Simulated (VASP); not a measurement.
Runs of VASP 6.6.1 on Al. The structure is cubic, space group Fm-3m (No. 225). Conventional cell: a = 4.050 Å, b = 4.050 Å, c = 4.050 Å, α = 90.00°, β = 90.00°, γ = 90.00°. Al (site symmetry m-3m) has 12 Al at 2.86 Å as nearest neighbours. 

```csv
level,potentials or basis,k mesh,cutoff (eV),gap on the mesh (eV),pressure (GPa),relaxed volume (Å³/atom)
LDA,"VASP PAW LDA potentials, release 64 (Al)",16 × 16 × 16,600,none,0.0,15.81
AM05,"VASP PAW PBE potentials, release 64 (Al)",16 × 16 × 16,600,none,0.0,16.09
PBEsol,"VASP PAW PBE potentials, release 64 (Al)",16 × 16 × 16,600,none,0.0,(b)
PBE+D3(BJ),"VASP PAW PBE potentials, release 64 (Al)",16 × 16 × 16,600,none,0.0,(a)
PBE,"VASP PAW PBE potentials, release 64 (Al)",8 × 8 × 8,300,none,0.0,16.50
```

Alike in all rows: task relaxation of cell and atoms; no spin polarisation; cell relaxed; smearing methfessel-paxton 0.1 eV.

Problem. Estimate the missing entries.

Solution. (a) 15.79; (b) 16.19.

Caveats: the PAW data sets were made with another functional, which shifts forces and pressure a little (some runs); pairwise dispersion overbinds metals, which lowers pressure and volume (some runs).

A k mesh can miss the band edges.

A gap of «none» marks a metal or a gap under the smearing width.

Not every run made on this cell is shown here.
